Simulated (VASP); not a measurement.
Consider the following.

```
CELL_PARAMETERS angstrom
      0.00000     2.76316     2.76316
      2.76316     0.00000     2.76316
      2.76316     2.76316     0.00000
ATOMIC_POSITIONS crystal
  Si 0.25000 0.25000 0.25000
  Si 0.75000 0.75000 0.75000
  Ni 0.00000 0.00000 0.00000
```

Level of theory: optB88-vdW, VASP's PBE PAW potentials (set 64) (plane waves; VASP). Numerical set-up: 520 eV cut-off, 10×10×10 Γ-centred mesh, first-order Methfessel-Paxton smearing of 0.10 eV, potentials Si Ni.

### Question
Give the stress tensor in GPa (positive for a compressed cell).

### Answer

```
-4.18   0.00   0.00
 0.00  -4.18   0.00
 0.00   0.00  -4.18
```
The pressure is its mean diagonal, -4.18 GPa.

The compound is NiSi2 in the fluorite structure. This cell is one point of a volume scan, at 1.03 of the reference volume. The run is not spin-polarised, so no magnetic state was tried.
